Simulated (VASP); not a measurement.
An input for Ansatz (written as the equivalent of a VASP run, and not itself run):

Ansatz 0.2 input:
```yaml
crystal:
  lattice:
    - [3.7591581, 0.0000000, 0.0000000]
    - [0.0000000, 3.7591581, 0.0000000]
    - [0.0000000, 0.0000000, 5.3050776]
  atoms:
    - { symbol: Mg, position: [0.5000000, 0.5000000, 0.5000000] }
    - { symbol: Cd, position: [0.0000000, 0.0000000, 0.0000000] }
    - { symbol: S, position: [0.0000000, 0.0000000, 0.5000000] }
    - { symbol: S, position: [0.5000000, 0.5000000, 0.0000000] }
kpoints:
  mp_grid: { grid: [5, 5, 4] }
hamiltonian:
  xc: r2scan
  pseudopotentials: { kind: paw }
scf:
  occupations: { method: gaussian, width: 0.05 }
  max_iter: 100
relax:
  max_steps: 60
  f_tol: 0.02
  cell: {}
output: { forces: true, stress: true, eigenvalues: true }
```

Problem. Write the VASP files for the same calculation (r2SCAN).

Solution. One answer among several that fit: 
INCAR:
```
# general
SYSTEM  = MgCdS2
PREC    = Accurate
ENCUT   = 400
LREAL   = .FALSE.
LASPH   = .TRUE.

# electronic loop
EDIFF   = 1E-6
NELM    = 100
ALGO    = Normal
LMAXMIX = 4
LMIXTAU = .TRUE.

# smearing
ISMEAR  = 0
SIGMA   = 0.05

# functional
METAGGA = R2SCAN

# ions
IBRION  = 2
NSW     = 60
ISIF    = 3
EDIFFG  = -0.02

# output
LWAVE   = .FALSE.
LCHARG  = .FALSE.
```

**KPOINTS**
```
K-points
0
Gamma
5 5 4
```

### POSCAR
```
MgCdS2
1
    3.7591581480     0.0000000000     0.0000000000
    0.0000000000     3.7591581480     0.0000000000
    0.0000000000     0.0000000000     5.3050775765
Mg Cd S
1 1 2
Direct
  0.5000000000   0.5000000000   0.5000000000
  0.0000000000   0.0000000000   0.0000000000
  0.0000000000   0.0000000000   0.5000000000
  0.5000000000   0.5000000000   0.0000000000
```

POTCAR, in this order: Mg Cd S (PBE.64 set). Program: vasp_std.

Limits of the translation: each code has its own PAW files, so the cut-off isn't converted (ENCUT is set for VASP's; basis.ecutwfc is left out, and Ansatz then takes the one that its files recommend); Ansatz stops its SCF on the density residual and VASP on the energy change (EDIFF).

The structure comes from a computed database's MgCdS2 entry (P4/mmm); how it stands against other phases isn't given here. This run relaxes it. Symmetry was kept, so distortions that lower it aren't found. The start is the result of an earlier pass.
